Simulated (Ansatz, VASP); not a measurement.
AlIn2 in VASP and in Ansatz

```
Al In
1.0
     0.00000    3.40874    3.40874
     3.40874    0.00000    3.40874
     3.40874    3.40874    0.00000
Al In
1 2
Direct
  0.00000 0.00000 0.00000
  0.25000 0.25000 0.25000
  0.75000 0.75000 0.75000
```

Change from the starting cell: species swapped into the NbH2 type (Fm-3m, No. 225).

Alike in both runs: functional PBE; k mesh 6 × 6 × 6; occupations gaussian, width 0.1 eV; no spin polarisation.

Ansatz relaxed the structure, and its values are those at the end. VASP's run is a single point on that final structure, the one shown.

|  | VASP | Ansatz |
| --- | --- | --- |
| version | VASP 6.6.1 | Ansatz 0.2.0 |
| potentials or method | VASP PAW PBE potentials, release 64 (Al, In_d) | scalar-relativistic, plane waves, PAW |
| plane-wave cutoff (eV) | 520 | 420 |
| valence electrons in the cell | 29 | 29 |

|  | VASP | Ansatz | Ansatz less VASP |
| --- | --- | --- | --- |
| gap on the k mesh at the Fermi level (eV) | none | none | - |
| pressure (GPa) | 0.1 | 0.1 | +0.02 |

A gap of «none» marks a metal or a gap that the smearing closes.
